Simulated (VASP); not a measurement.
A VASP calculation is set up with these files.

**INCAR**
```
SYSTEM = Cd
PREC = Accurate; ENCUT = 520; LREAL = F
LASPH = T
EDIFF = 1E-6; NELM = 100; ALGO = Normal
LMAXMIX = 4
ISMEAR = 1; SIGMA = 0.1
IBRION = 2; NSW = 60; ISIF = 3
EDIFFG = -0.01
LWAVE = F; LCHARG = F
```

File KPOINTS:
```
K-points
0
Gamma
 13 13 6
```

**POSCAR**
```
Cd
1
    1.4900000000    -2.5807560000     0.0000000000
    1.4900000000     2.5807560000     0.0000000000
    0.0000000000     0.0000000000     5.6200000000
Cd
2
Direct
  0.3333330000   0.6666670000   0.2500000000
  0.6666670000   0.3333330000   0.7500000000
```

POTCAR, in this order: Cd (LDA.64 set). Program: vasp_std.

### Question
Translate this LDA calculation to Ansatz.

### Answer
One equivalent input (not run):
Ansatz 0.2 input:
```yaml
crystal:
  lattice:
    - [1.4900000, -2.5807560, 0.0000000]
    - [1.4900000, 2.5807560, 0.0000000]
    - [0.0000000, 0.0000000, 5.6200000]
  atoms:
    - { symbol: Cd, position: [0.3333330, 0.6666670, 0.2500000] }
    - { symbol: Cd, position: [0.6666670, 0.3333330, 0.7500000] }
kpoints:
  mp_grid: { grid: [13, 13, 6] }
hamiltonian:
  xc: lda
  pseudopotentials: { kind: paw }
scf:
  occupations: { method: methfessel_paxton, width: 0.1 }
  max_iter: 100
relax:
  max_steps: 60
  f_tol: 0.01
  cell: {}
output: { forces: true, stress: true, eigenvalues: true }
```
Limits of the translation: each code has its own PAW files, so the cut-off isn't converted (ENCUT is set for VASP's; basis.ecutwfc is left out, and Ansatz then takes the one that its files recommend); Ansatz stops its SCF on the density residual and VASP on the energy change (EDIFF); Ansatz's lda is the Perdew-Wang form, while the LDA potentials of VASP carry Perdew-Zunger's.

The compound is Cd in the hcp structure. This run relaxes it. Symmetry was kept, so distortions that lower it aren't found.
